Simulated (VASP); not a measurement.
Consider the following.

```
CELL_PARAMETERS angstrom
      0.00000     2.62140     2.62140
      2.62140     0.00000     2.62140
      2.62140     2.62140     0.00000
ATOMIC_POSITIONS crystal
  Li 0.00000 0.00000 0.00000
  Cl 0.50000 0.50000 0.50000
```

Calculation: PBE GGA with D4 dispersion, VASP's PBE PAW potentials (set 64) (plane waves; VASP 6.6.1). Run with 520 eV cut-off, 8×8×8 Γ-centred mesh, Gaussian smearing of 0.050 eV, potentials Li_sv Cl.

### Question
What does the run give for the energy per atom (σ→0), pressure, band gap (on the k-mesh) with the smallest direct gap where there is one?

### Answer

```json
{
  "band gap (on the k-mesh)": "5.98 eV",
  "smallest direct gap (on the k-mesh)": "5.98 eV",
  "energy per atom (σ→0)": "-3.802 eV/atom",
  "pressure": "-2.69 GPa"
}
```

The absolute energy has meaning only against runs of the same code, potentials and settings.

The compound is LiCl in the rock salt structure. The cell was not relaxed at this level. The run is one of a series of settings (IVDW = 13 against the base run), some of them coarse on purpose.
